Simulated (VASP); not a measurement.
**What goes wrong when P is relaxed with a bad input**

Some relaxations of P get a fault in the input on purpose. Which of them show, and how? The starting structure is a measured crystal structure from the Crystallography Open Database. The first relaxation on each setting starts from this cell expanded by 3 % in volume.

Method: Kohn-Sham DFT with plane waves and PAW; PBEsol, in VASP 6.6.1.

**1. The structure**

Symmetry: Cmce, No. 64, orthorhombic system. Conventional cell: a = 3.316 Å, b = 10.484 Å, c = 4.379 Å, α = 90.00°, β = 90.00°, γ = 90.00°. Nearest to P lie 3 P at 2.22 to 2.24 Å.

**2. Reference relaxation**

This run starts from the cell of an earlier relaxation, which isn't shown; the restart sets up the plane waves anew.

Input file INCAR:

```
SYSTEM = P
PREC = Accurate
ENCUT = 450
EDIFF = 1E-06
NELM = 100
ISMEAR = 0
SIGMA = 0.03
LREAL = .FALSE.
ALGO = Normal
GGA = PS
NBANDS = 16
LORBIT = 11
LWAVE = .FALSE.
LCHARG = .FALSE.
KPAR = 8
IBRION = 2
NSW = 50
ISIF = 3
EDIFFG = -0.006
```

Input file POSCAR:

```
P
1.0
    3.3144275095      0.0000000000      0.0000000000
    0.0000000000      0.0000000000      4.1969735785
    1.6572137548     -5.1306340945      0.0000000000
P
4
Direct
    0.6055068926      0.4271223110      0.7889862148
    0.8944931074      0.9271223110      0.2110137852
    0.3944931074      0.5728776890      0.2110137852
    0.1055068926      0.0728776890      0.7889862148
```

Input file KPOINTS:

```
Automatic mesh
0
Gamma
8 6 8
0 0 0
```

The projector-augmented-wave data sets are P (PBE family, release 64).

Run with:

```bash
> mpirun -np 8 vasp_std
```

The program printed:

```text
[banner, memory and clock lines left out]
running    8 mpi-ranks, on    1 nodes
 distrk:  each k-point on    1 cores,    8 groups
 distr:  one band on    1 cores,    1 groups

 POSCAR found type information on POSCAR P
 POSCAR found :  1 types and       4 ions
|                                                                             |
|           W    W    AA    RRRRR   N    N  II  N    N   GGGG   !!!           |
|           W    W   A  A   R    R  NN   N  II  NN   N  G    G  !!!           |
|           W    W  A    A  R    R  N N  N  II  N N  N  G       !!!           |
|           W WW W  AAAAAA  RRRRR   N  N N  II  N  N N  G  GGG   !            |
|           WW  WW  A    A  R   R   N   NN  II  N   NN  G    G                |
|           W    W  A    A  R    R  N    N  II  N    N   GGGG   !!!           |
|                                                                             |
|     For optimal performance we recommend to set                             |
|       NCORE = 2 up to number-of-cores-per-socket                            |
|     NCORE specifies how many cores store one orbital (NPAR=cpu/NCORE).      |
|     This setting can greatly improve the performance of VASP for DFT.       |
|     The default, NCORE=1 might be grossly inefficient on modern             |
|     multi-core architectures or massively parallel machines. Do your        |
|     Unfortunately you need to use the default for GW and RPA                |
|     calculations (for HF NCORE is supported but not extensively tested      |
|     yet).                                                                   |
|                                                                             |

|                                                                             |
|               ----> ADVICE to this user running VASP <----                  |
|                                                                             |
|     You enforced a specific xc type in the INCAR file but a different       |
|     [... a line on the potential file left out ...]
|     I HOPE YOU KNOW WHAT YOU ARE DOING!                                     |
|                                                                             |

 LDA part: xc-table for (Slater+PW92), standard interpolation
 POSCAR, INCAR and KPOINTS ok, starting setup
 FFT: planning ... GRIDC
 FFT: planning ... GRID_SOFT
 FFT: planning ... GRID
 WAVECAR not read
 entering main loop
       N       E                     dE             d eps       ncg     rms          rms(c)
DAV:   1     0.491790675461E+02    0.49179E+02   -0.77691E+03  2688   0.951E+02
DAV:   2    -0.203957921944E+02   -0.69575E+02   -0.67216E+02  3696   0.151E+02
DAV:   3    -0.231970119106E+02   -0.28012E+01   -0.27835E+01  3608   0.328E+01
DAV:   4    -0.232237137205E+02   -0.26702E-01   -0.26693E-01  3392   0.382E+00
DAV:   5    -0.232241608282E+02   -0.44711E-03   -0.44706E-03  3664   0.456E-01    0.101E+01
DAV:   6    -0.230916105013E+02    0.13255E+00   -0.62325E-02  3224   0.141E+00    0.587E+00
DAV:   7    -0.230332101248E+02    0.58400E-01   -0.10019E-01  3432   0.182E+00    0.254E-01
DAV:   8    -0.230327561683E+02    0.45396E-03   -0.10282E-02  3168   0.649E-01    0.148E-01
DAV:   9    -0.230327837817E+02   -0.27613E-04   -0.44453E-04  3552   0.138E-01    0.726E-02
DAV:  10    -0.230327788034E+02    0.49783E-05   -0.66178E-05  3432   0.460E-02    0.301E-02
DAV:  11    -0.230327803095E+02   -0.15061E-05   -0.78749E-06  3312   0.200E-02    0.990E-03
DAV:  12    -0.230327804500E+02   -0.14049E-06   -0.35235E-07  1832   0.407E-03
   1 F= -.23032780E+02 E0= -.23032690E+02  d E =-.230328E+02
 curvature:   0.00 expect dE= 0.000E+00 dE for cont linesearch  0.000E+00
 trial: gam= 0.00000 g(F)=  0.383E-05 g(S)=  0.590E-05 ort = 0.000E+00 (trialstep = 0.100E+01)
 search vector abs. value=  0.973E-05
 reached required accuracy - stopping structural energy minimisation
```

It took 19 s on 8 MPI ranks of AMD EPYC 7R43, shared host; peak memory 1.4 GiB.

The logs omit lines about the potential files and the build; timing stands in the text.

OUTCAR, selected parts (step 2):

```text
ion  position               nearest neighbor table
   1  0.606  0.427  0.789-   4 2.23   4 2.23   3 2.25
   2  0.894  0.927  0.211-   3 2.23   3 2.23   4 2.25
   3  0.394  0.573  0.211-   2 2.23   2 2.23   1 2.25
   4  0.106  0.073  0.789-   1 2.23   1 2.23   2 2.25

  LATTYP: Found a base centered orthorhombic cell.
 ALAT       =     3.3144275095
 B/A-ratio  =     3.0959398447
 C/A-ratio  =     1.2662740598

 Subroutine GETGRP returns: Found  8 space group operations
 (whereof  4 operations were pure point group operations)

The static configuration has the point symmetry C_2h.
 The point group associated with its full space group is D_2h.

 Found     84 irreducible k-points:

   k-points           NKPTS =     84   k-points in BZ     NKDIM =     84   number of bands    NBANDS=     16

   dimension x,y,z NGX =    24 NGY =   30 NGZ =   40
   dimension x,y,z NGXF=    48 NGYF=   60 NGZF=   80

   ENCUT  =  450.0 eV  33.07 Ry    5.75 a.u.   5.73  7.26  9.33*2*pi/ulx,y,z

   NELECT =      20.0000    total number of electrons

 k-points in reciprocal lattice and weights: Automatic mesh
   0.00000000  0.00000000  0.00000000       0.003
   0.12500000  0.00000000  0.00000000       0.010
   0.25000000  0.00000000  0.00000000       0.010
   0.37500000  0.00000000  0.00000000       0.010
   0.50000000  0.00000000  0.00000000       0.005
   0.00000000  0.16666667  0.00000000       0.005
   0.12500000  0.16666667  0.00000000       0.021
   0.25000000  0.16666667  0.00000000       0.021
   0.37500000  0.16666667  0.00000000       0.021
[...]
0.00000000  0.33333333  0.50000000       0.005
   0.00000000  0.50000000  0.50000000       0.003

 average (electrostatic) potential at core
       1 -82.1705       2 -82.1705       3 -82.1705       4 -82.1705

 E-fermi :   7.2105

 k-point     1 :       0.0000    0.0000    0.0000
  band No.  band energies     occupation
    ...
      6       2.9343      2.00000
      7       3.1819      2.00000
      8       4.3086      2.00000
      9       4.6276      2.00000
     10       5.8442      2.00000
     11       8.1502      0.00000
     12       8.4030      0.00000
     13       9.1096      0.00000
     14      10.6148      0.00000
     15      12.6734      0.00000
    ...

 k-point     2 :       0.1250    0.0000    0.0000
  band No.  band energies     occupation
    ...
      6       2.2639      2.00000
      7       2.4237      2.00000
      8       4.3527      2.00000
      9       4.3921      2.00000
     10       6.0607      2.00000
     11       8.3584      0.00000
     12       9.6734      0.00000
     13       9.7052      0.00000
     14      10.4033      0.00000
     15      11.6594      0.00000
    ...

 k-point     3 :       0.2500    0.0000    0.0000
  band No.  band energies     occupation
    ...
      6       1.6752      2.00000
      7       2.7746      2.00000
      8       4.3080      2.00000
      9       4.5861      2.00000
     10       6.0625      2.00000
     11       8.0688      0.00000
     12       9.0876      0.00000
     13       9.5694      0.00000
     14      10.1426      0.00000
     15      10.8225      0.00000
    ...

  Total        0.0001827      0.0046777      0.0216201     -0.0000000      0.0000000      0.0000000
  in kB        0.0041009      0.1050081      0.4853465     -0.0000000      0.0000000      0.0000000
  external PRESSURE =       0.1981518 kB  Pullay stress =       0.0000000 kB

  energy-cutoff  :      450.00
  volume of cell :       71.37
      direct lattice vectors                 reciprocal lattice vectors
     3.314427510  0.000000000  0.000000000     0.301711230  0.097453841  0.000000000
     0.000000000  0.000000000  4.196973578     0.000000000  0.000000000  0.238266928
     1.657213755 -5.130634095  0.000000000     0.000000000 -0.194907682  0.000000000

 POSITION                                       TOTAL-FORCE (eV/Angst)
 -----------------------------------------------------------------------------------
      3.31443     -4.04800      1.79262         0.000000     -0.001775     -0.004086
      3.31443     -1.08263      3.89111        -0.000000      0.001775     -0.004086
      1.65721     -1.08263      2.40435        -0.000000      0.001775      0.004086
      1.65721     -4.04800      0.30587         0.000000     -0.001775      0.004086
 -----------------------------------------------------------------------------------
    total drift:                                0.000000      0.000000      0.000000

  FREE ENERGIE OF THE ION-ELECTRON SYSTEM (eV)
  ---------------------------------------------------
  free  energy   TOTEN  =       -23.0327804500 eV

  energy  without entropy=      -23.0326004755  energy(sigma->0) =      -23.03269046

 reached required accuracy - stopping structural energy minimisation

 total charge
# of ion       s       p       d       tot
------------------------------------------
    1        1.082   1.363   0.000   2.444
    2        1.082   1.363   0.000   2.444
    3        1.082   1.363   0.000   2.444
    4        1.082   1.363   0.000   2.444
--------------------------------------------------
tot          4.328   5.450   0.000   9.778

[... 3 further parts left out ...]
```

The PAW data sets were made with PBE, which is usual practice but a small mismatch for other functionals. The run keeps the 8 symmetry operations of its start, so it cannot find a distortion of lower symmetry.

The reference relaxation ends at 17.843 Å³ an atom.

**3. Relaxation with low precision and a small cutoff**

A slip made on purpose: low precision and a small cutoff. Against step 2 the input has PREC = Low and ENCUT = 200 (also changed: NELM).

Edit INCAR of step 2 so:

```diff
@@ -1,6 +1,6 @@
 SYSTEM = P
-PREC = Accurate
-ENCUT = 450
+PREC = Low
+ENCUT = 200
 EDIFF = 1E-06
-NELM = 100
+NELM = 60
 ISMEAR = 0
```

Input file POSCAR:

```
P
1.0
    3.3492377792      0.0000000000      0.0000000000
    0.0000000000      0.0000000000      4.4226622260
    1.6746188896     -5.2939043657      0.0000000000
P
4
Direct
    0.6016200000      0.4193200000      0.7967600000
    0.8983800000      0.9193200000      0.2032400000
    0.3983800000      0.5806800000      0.2032400000
    0.1016200000      0.0806800000      0.7967600000
```

KPOINTS is that of step 2.

Run with:

```bash
> mpirun -np 8 vasp_std
```

The program printed:

```text
[banner, memory and clock lines left out]
running    8 mpi-ranks, on    1 nodes
[...]
[... a notice as in an earlier step ...]

 [... a notice as in an earlier step ...]

 LDA part: xc-table for (Slater+PW92), standard interpolation
 POSCAR, INCAR and KPOINTS ok, starting setup
[...]
entering main loop
       N       E                     dE             d eps       ncg     rms          rms(c)
DAV:   1     0.241506963544E+02    0.24151E+02   -0.46844E+03  2712   0.486E+02
DAV:   2    -0.214834289389E+02   -0.45634E+02   -0.44000E+02  3776   0.111E+02
DAV:   3    -0.229869911616E+02   -0.15036E+01   -0.15004E+01  3392   0.224E+01
DAV:   4    -0.229993178670E+02   -0.12327E-01   -0.12325E-01  3536   0.233E+00
[...]
DAV:   9    -0.228080503648E+02   -0.33693E-04   -0.18304E-04  3728   0.809E-02    0.732E-02
DAV:  10    -0.228080566992E+02   -0.63344E-05   -0.27593E-05  3376   0.275E-02    0.184E-02
DAV:  11    -0.228080576701E+02   -0.97084E-06   -0.21149E-06  2568   0.104E-02
[...]
6 F= -.22921110E+02 E0= -.22921005E+02  d E =-.462413E-01
   7 F= -.22936729E+02 E0= -.22936592E+02  d E =-.156194E-01
   8 F= -.22954569E+02 E0= -.22954342E+02  d E =-.334593E-01
   9 F= -.22960245E+02 E0= -.22960050E+02  d E =-.567588E-02
  10 F= -.22960267E+02 E0= -.22960077E+02  d E =-.569747E-02
  11 F= -.22961464E+02 E0= -.22961327E+02  d E =-.119691E-02
  12 F= -.22963008E+02 E0= -.22962891E+02  d E =-.274171E-02
  13 F= -.22962028E+02 E0= -.22961948E+02  d E =-.176132E-02
  14 F= -.22963207E+02 E0= -.22963080E+02  d E =-.294018E-02
  15 F= -.22963888E+02 E0= -.22963756E+02  d E =-.680849E-03
  16 F= -.22964075E+02 E0= -.22963987E+02  d E =-.868445E-03
  17 F= -.22964262E+02 E0= -.22964203E+02  d E =-.186228E-03
  18 F= -.22964294E+02 E0= -.22964238E+02  d E =-.218870E-03
  19 F= -.22964380E+02 E0= -.22964325E+02  d E =-.861615E-04
  20 F= -.22964392E+02 E0= -.22964337E+02  d E =-.973915E-04
  21 F= -.22964444E+02 E0= -.22964387E+02  d E =-.526843E-04
  22 F= -.22964462E+02 E0= -.22964402E+02  d E =-.707531E-04
  23 F= -.22964503E+02 E0= -.22964439E+02  d E =-.404987E-04
 trial-energy change:   -0.000040  1 .order   -0.000042   -0.000063   -0.000020
 step:   1.0593(harm=  1.0593)  dis= 0.00117  next Energy=   -22.964508 (dE=-0.462E-04)
 reached required accuracy - stopping structural energy minimisation
```

Run time: 37 s. Hardware: 8 MPI ranks; peak memory 0.68 GiB.

Parts of OUTCAR (step 3):

```text
  Total       -0.0071984     -0.0147287     -0.0237628      0.0000000      0.0000000      0.0000000
  in kB       -0.1724638     -0.3528790     -0.5693250      0.0000000      0.0000000      0.0000000
  external PRESSURE =      -0.3648893 kB  Pullay stress =       0.0000000 kB

 POSITION                                       TOTAL-FORCE (eV/Angst)
 -----------------------------------------------------------------------------------
      3.32042     -3.92860      1.74779        -0.000000      0.001846     -0.004481
      3.32042     -1.09639      3.75175         0.000000     -0.001846     -0.004481
      1.66021     -1.09639      2.26013         0.000000     -0.001846      0.004481
      1.66021     -3.92860      0.25617        -0.000000      0.001846      0.004481
 -----------------------------------------------------------------------------------
    total drift:                               -0.000000      0.000000      0.000000

  FREE ENERGIE OF THE ION-ELECTRON SYSTEM (eV)
  ---------------------------------------------------
  free  energy   TOTEN  =       -22.9645027993 eV

  energy  without entropy=      -22.9643746904  energy(sigma->0) =      -22.96443874

[... 2 parts as in an earlier step ...]

[... 2 further parts left out ...]
[key lines of the parts left out:]
E-fermi :   8.0237
```

Logs of long relaxations may skip ionic steps without a mark.

With low precision and a small cutoff the cell ends at 16.718 Å³ an atom, -6.30 % from the reference, a by +0.2 %, b by -2.1 % and c by -4.5 %.

**4. Relaxation with a smearing far too wide**

A slip made on purpose: a smearing far too wide. Against step 2 the input has SIGMA = 2 (also changed: NELM).

Edit INCAR of step 3 so:

```diff
@@ -1,4 +1,4 @@
 SYSTEM = P
-PREC = Low
-ENCUT = 200
+PREC = Accurate
+ENCUT = 450
 EDIFF = 1E-06
@@ -6,3 +6,3 @@
 ISMEAR = 0
-SIGMA = 0.03
+SIGMA = 2
 LREAL = .FALSE.
```

POSCAR is that of step 3.

KPOINTS is that of step 3.

Run with:

```bash
> mpirun -np 8 vasp_std
```

The program printed:

```text
[... set-up lines as in an earlier step ...]
 entering main loop
       N       E                     dE             d eps       ncg     rms          rms(c)
DAV:   1     0.492937698518E+02    0.49294E+02   -0.76380E+03  2688   0.939E+02
DAV:   2    -0.210733160782E+02   -0.70367E+02   -0.67903E+02  3728   0.152E+02
DAV:   3    -0.240911803651E+02   -0.30179E+01   -0.29854E+01  3568   0.336E+01
DAV:   4    -0.241253170631E+02   -0.34137E-01   -0.34085E-01  3440   0.418E+00
[...]
DAV:   9    -0.239703799539E+02   -0.32035E-04   -0.51253E-04  3720   0.143E-01    0.899E-02
DAV:  10    -0.239703806422E+02   -0.68827E-06   -0.42165E-05  3320   0.373E-02    0.433E-02
DAV:  11    -0.239703809299E+02   -0.28776E-06   -0.88578E-06  3544   0.207E-02
 -----------------------------------------------------------------------------
|                                                                             |
|               ----> ADVICE to this user running VASP <----                  |
|                                                                             |
[...]
[... from here on, the cycles between the ionic steps are left out ...]
   2 F= -.23990557E+02 E0= -.22595328E+02  d E =-.201762E-01
[...]
|     Your highest band is occupied at some k-points! Unless you are          |
   3 F= -.23990931E+02 E0= -.22600921E+02  d E =-.205497E-01
   5 F= -.24044210E+02 E0= -.22633745E+02  d E =-.532791E-01
   7 F= -.24050853E+02 E0= -.22625337E+02  d E =-.599224E-01
   9 F= -.24094050E+02 E0= -.22616572E+02  d E =-.431968E-01
  11 F= -.24109345E+02 E0= -.22649672E+02  d E =-.152955E-01
  13 F= -.24115474E+02 E0= -.22639691E+02  d E =-.612842E-02
  15 F= -.24127550E+02 E0= -.22624696E+02  d E =-.120762E-01
  17 F= -.24128992E+02 E0= -.22624335E+02  d E =-.131159E-02
  19 F= -.24129311E+02 E0= -.22613868E+02  d E =-.261706E-03
  21 F= -.24129568E+02 E0= -.22617376E+02  d E =-.116931E-03
  23 F= -.24129826E+02 E0= -.22613817E+02  d E =-.854746E-04
  25 F= -.24129920E+02 E0= -.22611293E+02  d E =-.178764E-03
  27 F= -.24129920E+02 E0= -.22611184E+02  d E =-.178857E-03
  29 F= -.24129945E+02 E0= -.22609895E+02  d E =-.256959E-04
  31 F= -.24129984E+02 E0= -.22610373E+02  d E =-.383602E-04
  32 F= -.24130002E+02 E0= -.22609783E+02  d E =-.177806E-04
  33 F= -.24130029E+02 E0= -.22607990E+02  d E =-.448835E-04
[...]
reached required accuracy - stopping structural energy minimisation
```

The job ended after 5.6 min (8 MPI ranks; peak memory 1.7 GiB; 44 min of CPU time).

From OUTCAR (step 4):

```text
  Total        0.0147065     -0.0095964     -0.0184266      0.0000000     -0.0000000      0.0000000
  in kB        0.3631884     -0.2369901     -0.4550601      0.0000000     -0.0000000      0.0000000
  external PRESSURE =      -0.1096206 kB  Pullay stress =       0.0000000 kB

 POSITION                                       TOTAL-FORCE (eV/Angst)
 -----------------------------------------------------------------------------------
      3.42758     -4.02489      1.69282         0.000000      0.002018      0.001435
      3.42758     -1.13418      3.52723        -0.000000     -0.002018      0.001435
      1.71379     -1.13418      1.97602        -0.000000     -0.002018     -0.001435
      1.71379     -4.02489      0.14160         0.000000      0.002018     -0.001435
 -----------------------------------------------------------------------------------
    total drift:                                0.000000     -0.000000      0.000000

  FREE ENERGIE OF THE ION-ELECTRON SYSTEM (eV)
  ---------------------------------------------------
  free  energy   TOTEN  =       -24.1300286302 eV

  energy  without entropy=      -21.0859516692  energy(sigma->0) =      -22.60799015

[... 2 parts as in an earlier step ...]

[... 2 further parts left out ...]
[key lines of the parts left out:]
E-fermi :   8.1340
```

With a smearing far too wide the cell ends at 16.219 Å³ an atom, -9.10 % from the reference, a by +3.4 %, b by +0.6 % and c by -12.6 %.

(Continued in part 2 of 2.)

[Lines on the potential files, build, host, timing and source positions are cut from VASP's logs without a mark.]

[Logs are printed without paths, hosts, clocks, repeated set-up lines and the standing remarks that a program may print on its own settings, such as how far it seeks lower states.]

[Hosts, paths, dates, database ids (printed as entryN), source tags and the programs' standing remarks are cut or masked in the printed files.]
